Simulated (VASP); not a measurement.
Input:

```xyz
4
Lattice="1.6550 -5.2400 0.0000 1.6550 5.2400 0.0000 0.0000 0.0000 4.3800" Properties=species:S:1:pos:R:3 pbc="T T T"
P      1.6550     4.1742     4.0270
P      1.6550     1.0658     1.8370
P      1.6550    -1.0658     2.5430
P      1.6550    -4.1742     0.3530
```

Level of theory: PBE GGA, VASP's PBE PAW potentials (set 64) (plane waves; VASP). Run with 300 eV cut-off, 7×7×5 Γ-centred mesh, Fermi-Dirac smearing of 0.020 eV, potentials P.

What does the run give for the energy per atom (σ→0), pressure, largest force, band gap (on the k-mesh) with the smallest direct gap where there is one?

```yaml
band gap (on the k-mesh): none (metal, semimetal or under 0.01 eV)
energy per atom (σ→0): -5.361 eV/atom
pressure: 1.72 GPa
largest_force: 0.061 eV/Å
```

The absolute energy has meaning only against runs of the same code, potentials and settings.

The structure is a typed P crystal. The cell was not relaxed at this level.
